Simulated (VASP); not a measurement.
Level of theory: PBEsol GGA, VASP's PBE PAW potentials (set 64) (plane waves; VASP).

The input files of a VASP run:

### POSCAR
```
NiSb
1
    3.6015810000     0.0000000000     0.0000000000
   -1.8007900000     3.1190600000     0.0000000000
    0.0000000000     0.0000000000    12.1503880000
Ni Sb
4 4
Direct
  0.3333330000   0.6666670000   0.1250000000
  0.6666670000   0.3333330000   0.6250000000
  0.6666670000   0.3333330000   0.8750000000
  0.3333330000   0.6666670000   0.3750000000
  0.0000000000   0.0000000000   0.0000000000
  0.0000000000   0.0000000000   0.5000000000
  0.3333330000   0.6666670000   0.7500000000
  0.6666670000   0.3333330000   0.2500000000
```

**KPOINTS**
```
Automatic mesh
0
Gamma
4 4 1
0 0 0
```

### INCAR
```
! general
SYSTEM =NiSb
PREC   =Accurate
ENCUT  =300
LREAL  =F   ! projection in real space or not
LASPH  =T

! electronic loop
EDIFF  =1E-6
NELM   =100   ! most electronic steps
ALGO   =Normal   ! blocked Davidson
LMAXMIX=4   ! l cut-off of mixed one-centre charges

! smearing
ISMEAR =0
SIGMA  =0.136

! functional
GGA    =PS   ! PBEsol

! spin
ISPIN  =2
MAGMOM =2.0 2.0 2.0 2.0 0.0 0.0 0.0 0.0

! ions
ISIF   =2   ! forces and stress, cell fixed

! output
LWAVE  =F
LCHARG =F
LORBIT =11
```

POTCAR, in this order: Ni Sb (PBE.64 set). Program: vasp_std.

Output of the run:

File OSZICAR:
```
       N       E                     dE             d eps       ncg     rms          rms(c)
DAV:   1     0.295274742812E+03    0.29527E+03   -0.17075E+04   640   0.101E+03
DAV:   2    -0.257459147491E+02   -0.32102E+03   -0.30879E+03   656   0.276E+02
DAV:   3    -0.449718148081E+02   -0.19226E+02   -0.18119E+02   768   0.792E+01
DAV:   4    -0.454479081408E+02   -0.47609E+00   -0.47461E+00   712   0.123E+01
DAV:   5    -0.454604938366E+02   -0.12586E-01   -0.12584E-01   816   0.210E+00    0.246E+01
DAV:   6    -0.550376174447E+02   -0.95771E+01   -0.89300E+01   728   0.116E+02    0.315E+01
DAV:   7    -0.428258877670E+02    0.12212E+02   -0.30938E+01   712   0.803E+01    0.821E+00
DAV:   8    -0.433064062426E+02   -0.48052E+00   -0.63128E+00   872   0.200E+01    0.610E+00
DAV:   9    -0.433136486086E+02   -0.72424E-02   -0.12396E+00   816   0.130E+01    0.248E+00
DAV:  10    -0.434288395885E+02   -0.11519E+00   -0.76268E-02   824   0.255E+00    0.151E+00
DAV:  11    -0.435156050530E+02   -0.86765E-01   -0.37966E-02   784   0.141E+00    0.837E-01
DAV:  12    -0.435430743256E+02   -0.27469E-01   -0.21162E-02   784   0.117E+00    0.218E-01
DAV:  13    -0.435434769820E+02   -0.40266E-03   -0.15106E-03   848   0.325E-01    0.118E-01
DAV:  14    -0.435434150441E+02    0.61938E-04   -0.37594E-04   816   0.189E-01    0.650E-02
DAV:  15    -0.435434389955E+02   -0.23951E-04   -0.44618E-05   824   0.577E-02    0.121E-02
DAV:  16    -0.435434391607E+02   -0.16515E-06   -0.40178E-06   712   0.211E-02
   1 F= -.43543439E+02 E0= -.43526251E+02  d E =-.343764E-01  mag=    -0.0002
```

### OUTCAR
```
------------------------ aborting loop because EDIFF is reached ----------------------------------------
  FORCE on cell =-STRESS in cart. coord.  units (eV):
  Direction    XX          YY          ZZ          XY          YZ          ZX
  --------------------------------------------------------------------------------------
  Total        2.1925754      2.1925745      1.0352467      0.0000004      0.0000000     -0.0000000
  in kB       25.7370081     25.7369975     12.1519892      0.0000041      0.0000000     -0.0000000
  external PRESSURE =      21.2086649 kB  Pullay stress =       0.0000000 kB
  volume of cell :      136.49
      direct lattice vectors                 reciprocal lattice vectors
     3.601581000  0.000000000  0.000000000     0.277655841  0.160304663  0.000000000
    -1.800790000  3.119060000  0.000000000     0.000000000  0.320609414  0.000000000
     0.000000000  0.000000000 12.150388000     0.000000000  0.000000000  0.082301899
 POSITION                                       TOTAL-FORCE (eV/Angst)
 -----------------------------------------------------------------------------------
     -0.00000      2.07937      1.51880         0.000000     -0.000000      0.603625
      1.80079      1.03969      7.59399        -0.000000      0.000000      0.603625
      1.80079      1.03969     10.63159        -0.000000      0.000000     -0.603625
     -0.00000      2.07937      4.55640         0.000000     -0.000000     -0.603625
      0.00000      0.00000      0.00000         0.000000      0.000000      0.000000
      0.00000      0.00000      6.07519         0.000000      0.000000      0.000000
     -0.00000      2.07937      9.11279        -0.000000      0.000000      0.000000
      1.80079      1.03969      3.03760         0.000000     -0.000000      0.000000
 -----------------------------------------------------------------------------------
    total drift:                               -0.000635      0.000367     -0.000264
  FREE ENERGIE OF THE ION-ELECTRON SYSTEM (eV)
  ---------------------------------------------------
  free  energy   TOTEN  =       -43.5434391607 eV

  energy  without entropy=      -43.5090627428  energy(sigma->0) =      -43.52625095

 total charge

# of ion       s       p       d       tot
------------------------------------------
    1        0.482   0.418   8.484   9.384
    2        0.482   0.418   8.484   9.384
    3        0.482   0.418   8.484   9.384
    4        0.482   0.418   8.484   9.384
    5        1.153   1.238   0.070   2.462
    6        1.153   1.238   0.070   2.462
    7        1.145   1.234   0.073   2.453
    8        1.145   1.234   0.073   2.453
--------------------------------------------------
tot          6.526   6.615  34.224  47.365

 magnetization (x)

# of ion       s       p       d       tot
------------------------------------------
    1        0.000   0.000   0.000   0.000
    2        0.000   0.000   0.000   0.000
    3        0.000   0.000   0.000   0.000
    4        0.000   0.000   0.000   0.000
    5       -0.000  -0.000   0.000  -0.000
    6       -0.000  -0.000   0.000  -0.000
    7       -0.000  -0.000  -0.000  -0.000
    8       -0.000  -0.000  -0.000  -0.000
--------------------------------------------------
tot          0.000  -0.000   0.000   0.000
```
(Selected blocks of OUTCAR.)

### OUTCAR
```
 val. band max:        9.8434512869   @ k =   0.2500   0.0000   0.0000

 cond. band min:      10.0519475537   @ k =   0.2500   0.0000   0.0000


 Fermi energy:         9.9463859729

 spin component 1

 k-point     1 :       0.0000    0.0000    0.0000
  band No.  band energies     occupation
      1      -3.0679      1.00000
      2      -2.1628      1.00000
      3      -2.0240      1.00000
      4      -0.2205      1.00000
      5       2.8849      1.00000
      6       6.0381      1.00000
      7       6.1726      1.00000
      8       6.7249      1.00000
      9       6.7250      1.00000
     10       7.1819      1.00000
     11       7.1819      1.00000
     12       7.2345      1.00000
     13       7.2345      1.00000
     14       7.3957      1.00000
     15       7.7635      1.00000
     16       7.7635      1.00000
     17       7.8205      1.00000
     18       7.8205      1.00000
     19       7.9313      1.00000
     20       7.9313      1.00000
     21       7.9806      1.00000
     22       7.9806      1.00000
     23       8.1649      1.00000
     24       8.1649      1.00000
     25       8.6513      1.00000
     26       8.7231      1.00000
     27       9.1614      1.00000
     28      11.8357      0.00000
     29      12.2569      0.00000
     30      12.2569      0.00000
     31      12.9428      0.00000
     32      12.9428      0.00000
     33      13.2392      0.00000
     34      13.2392      0.00000
     35      13.8685      0.00000
     36      13.8686      0.00000
     37      15.5663      0.00000
     38      16.4504      0.00000
     39      16.4516      0.00000
     40      16.4806      0.00000

 k-point     2 :       0.2500    0.0000    0.0000
  band No.  band energies     occupation
      1      -2.1310      1.00000
      2      -1.2989      1.00000
      3      -1.1587      1.00000
      4       0.3318      1.00000
      5       3.8982      1.00000
      6       5.5463      1.00000
...
```

At this cut-off the stress carries a Pulay error, which pulls relaxed volumes low. Unless said otherwise, spin-orbit coupling is left out, though it shifts the bands of the heavy elements here.

The structure was generated: NiSb was put into an ordered model structure, which need not be its known phase. The cell was not relaxed at this level. The k-mesh is coarse (spacing up to 0.52 per Å, 2π included), so the numbers may not be converged in it. The run is one of a series of settings (GGA = PS against the base run), some of them coarse on purpose.
